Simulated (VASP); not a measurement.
An input for Ansatz (written as the equivalent of a VASP run, and not itself run):

Ansatz 0.2 input:
```yaml
crystal:
  lattice:
    - [-2.9620251, 2.9620251, 1.6128786]
    - [2.9620251, -2.9620251, 1.6128786]
    - [2.9620251, 2.9620251, -1.6128786]
  atoms:
    - { symbol: Sn, position: [0.2500000, 0.7500000, 0.5000000] }
    - { symbol: Sn, position: [0.0000000, 0.0000000, 0.0000000] }
kpoints:
  mp_grid: { grid: [12, 12, 12] }
hamiltonian:
  xc: pbe
  pseudopotentials: { kind: paw }
scf:
  occupations: { method: methfessel_paxton, width: 0.1 }
  max_iter: 100
relax:
  max_steps: 60
  f_tol: 0.01
  cell: {}
output: { forces: true, stress: true, eigenvalues: true }
```

Task: Write the VASP files for the same calculation (PBE).

Result: One answer among several that fit: 
**INCAR**
```
SYSTEM = Sn
PREC = Accurate
ENCUT = 400
EDIFF = 1E-6
NELM = 100
ALGO = Normal
LREAL = .FALSE.
LASPH = .TRUE.
ISMEAR = 1
SIGMA = 0.1
GGA = PE
LMAXMIX = 4
LWAVE = .FALSE.
LCHARG = .FALSE.
IBRION = 2
ISIF = 3
NSW = 60
EDIFFG = -0.01
```

### POSCAR
```
Sn
1
   -2.9620251238     2.9620251238     1.6128785849
    2.9620251238    -2.9620251238     1.6128785849
    2.9620251238     2.9620251238    -1.6128785849
Sn
2
Direct
  0.2500000000   0.7500000000   0.5000000000
  0.0000000000   0.0000000000   0.0000000000
```

**KPOINTS**
```
Automatic mesh
0
G
  12 12 12
0 0 0
```

POTCAR, in this order: Sn_d (PBE.64 set). Program: vasp_std.

Limits of the translation: each code has its own PAW files, so the cut-off isn't converted (ENCUT is set for VASP's; basis.ecutwfc is left out, and Ansatz then takes the one that its files recommend); Ansatz stops its SCF on the density residual and VASP on the energy change (EDIFF).

The compound is Sn in the beta structure. This run relaxes it. Symmetry was kept, so distortions that lower it aren't found. The start is the result of an earlier pass.
